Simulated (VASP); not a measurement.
A convergence study with VASP on Mg2Si (antifluorite): a few settings are varied, all else stays as given below, so the limit is that of these other settings. The cell's lengths are 1 % over those of the tabulated start and one atom is moved, so it is off equilibrium.

```yaml
crystal:
  lattice:
    - [0.00000, 3.20675, 3.20675]
    - [3.20675, 0.00000, 3.20675]
    - [3.20675, 3.20675, 0.00000]
  atoms:
    - { symbol: Mg, position: [0.25000, 0.25000, 0.25000] }
    - { symbol: Mg, position: [0.75000, 0.75000, 0.75000] }
    - { symbol: Si, position: [0.99055, 0.00945, 0.00945] }
```

Level of theory: LDA (Ceperley-Alder, Perdew-Zunger), VASP's LDA PAW potentials (set 64) (plane waves; VASP). The last row used: 900 eV cut-off, 5×5×5 Γ-centred mesh, Gaussian smearing of 0.050 eV, potentials Mg Si_sv_GW.

Gaps are read on the run's mesh, which can miss a band edge. Energies of different potentials or hybrids have different zeros.

```csv
setting,E (eV/atom),pressure (GPa),gap on the mesh (eV),plane waves
"ENCUT = 520, POTCAR Mg Si",-3.3330,-3.98,0.374,1807
"ENCUT = 700, POTCAR Mg Si",-3.3331,-3.97,0.373,2790
"ENCUT = 900, POTCAR Mg Si",-3.3331,-3.97,0.373,4079
"ENCUT = 300, POTCAR Mg_pv Si",-2.9573,-54.37,0.371,794
"ENCUT = 400, POTCAR Mg_pv Si",-3.2877,-7.12,0.377,1243
"ENCUT = 520, POTCAR Mg_pv Si",-3.2971,-3.73,0.376,1807
"ENCUT = 700, POTCAR Mg_pv Si",___,___,0.377,2790
"ENCUT = 900, POTCAR Mg_pv Si",-3.2983,-3.63,0.377,4079
"ENCUT = 300, POTCAR Mg_sv Si",___,___,___,794
"ENCUT = 400, POTCAR Mg_sv Si",-3.2428,-32.18,0.417,1243
"ENCUT = 520, POTCAR Mg_sv Si",-3.3072,-4.85,0.397,1807
"ENCUT = 700, POTCAR Mg_sv Si",-3.3026,-4.09,0.391,2790
"ENCUT = 900, POTCAR Mg_sv Si",-3.2984,-3.70,0.383,4079
"ENCUT = 300, POTCAR Mg Si_GW",-3.3335,-4.02,0.377,794
"ENCUT = 400, POTCAR Mg Si_GW",-3.3341,-3.99,0.377,1243
"ENCUT = 520, POTCAR Mg Si_GW",-3.3341,-3.99,0.377,1807
"ENCUT = 700, POTCAR Mg Si_GW",-3.3342,-3.99,0.377,2790
"ENCUT = 900, POTCAR Mg Si_GW",-3.3342,-3.99,0.376,4079
"ENCUT = 300, POTCAR Mg Si_sv_GW",19.7772,-1177.87,0.558,794
"ENCUT = 400, POTCAR Mg Si_sv_GW",-2.1840,-107.38,0.394,1243
"ENCUT = 520, POTCAR Mg Si_sv_GW",-3.3206,-12.92,0.377,1807
"ENCUT = 700, POTCAR Mg Si_sv_GW",-3.3555,-4.23,0.376,2790
"ENCUT = 900, POTCAR Mg Si_sv_GW",-3.3562,-4.32,0.376,4079
```

Question: Some entries are withheld; supply them.

Answer: 
- ENCUT = 700, POTCAR Mg_pv Si, E (eV/atom): -3.2979
- ENCUT = 700, POTCAR Mg_pv Si, pressure (GPa): -3.85
- ENCUT = 300, POTCAR Mg_sv Si, E (eV/atom): -2.9222
- ENCUT = 300, POTCAR Mg_sv Si, pressure (GPa): -165.84
- ENCUT = 300, POTCAR Mg_sv Si, gap on the mesh (eV): 0.344

Left out are rungs that failed or repeat a setting and relaxations that didn't move; long series are thinned to 24 rows.

The compound is Mg2Si in the antifluorite structure. The cell was not relaxed at this level, it is distorted from the ideal structure.
